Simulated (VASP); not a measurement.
An input for Quantum ESPRESSO's pw.x (written as the equivalent of a VASP run, and not itself run):

```
&CONTROL
  calculation = 'vc-relax'
  pseudo_dir = './pseudo'
  outdir = './out'
  tprnfor = .true.
  tstress = .true.
  nstep = 40
  forc_conv_thr = 0.00078
/
&SYSTEM
  ibrav = 0
  nat = 3
  ntyp = 2
  ecutwfc = 84
  occupations = 'smearing'
  smearing = 'gaussian'
  degauss = 0.003675
  input_dft = 'pbe'
/
&ELECTRONS
  conv_thr = 7.3e-08
  electron_maxstep = 100
/
&IONS
/
&CELL
/
ATOMIC_SPECIES
  Hf 178.490 Hf.upf
  O 15.999 O.upf
CELL_PARAMETERS angstrom
     0.0000000    2.5351804    2.5351804
     2.5351804   -0.0000000    2.5351804
     2.5351804    2.5351804    0.0000000
ATOMIC_POSITIONS crystal
  Hf   0.0000000  0.0000000  0.0000000
  O    0.2500000  0.2500000  0.2500000
  O    0.7500000  0.7500000  0.7500000
K_POINTS automatic
  8 8 8 0 0 0
```

Q: Translate this input to VASP (INCAR, KPOINTS, POSCAR, choice of POTCAR).

A: This is not unique; one that fits is 
INCAR:
```
ALGO = Normal
EDIFF = 1E-6
EDIFFG = -0.02
ENCUT = 620
GGA = PE
IBRION = 2
ISIF = 3
ISMEAR = 0
LASPH = .TRUE.
LCHARG = .FALSE.
LMAXMIX = 6
LREAL = .FALSE.
LWAVE = .FALSE.
NELM = 100
NSW = 40
PREC = Accurate
SIGMA = 0.05
SYSTEM = HfO2
```

**POSCAR**
```
HfO2
1
    0.0000000000     2.5351803561     2.5351803561
    2.5351803561    -0.0000000000     2.5351803561
    2.5351803561     2.5351803561     0.0000000000
Hf O
1 2
Direct
  0.0000000000   0.0000000000   0.0000000000
  0.2500000000   0.2500000000   0.2500000000
  0.7500000000   0.7500000000   0.7500000000
```

File KPOINTS:
```
Automatic mesh
0
gamma
8 8 8
0 0 0
```

POTCAR, in this order: Hf_pv O (PBE.64 set). Program: vasp_std.

What does not carry over: the potentials are each code's own (VASP's PAW set, PseudoDojo norm-conserving files in pw.x), so ENCUT and ecutwfc are chosen apart and not converted; conv_thr bounds pw.x's estimated SCF error, while EDIFF bounds the energy change between steps; forc_conv_thr acts on force components and is met together with etot_conv_thr.

The compound is HfO2 in the fluorite structure, the high-temperature cubic form, which is unstable at 0 K; the monoclinic form is the stable one. It was relaxed first.
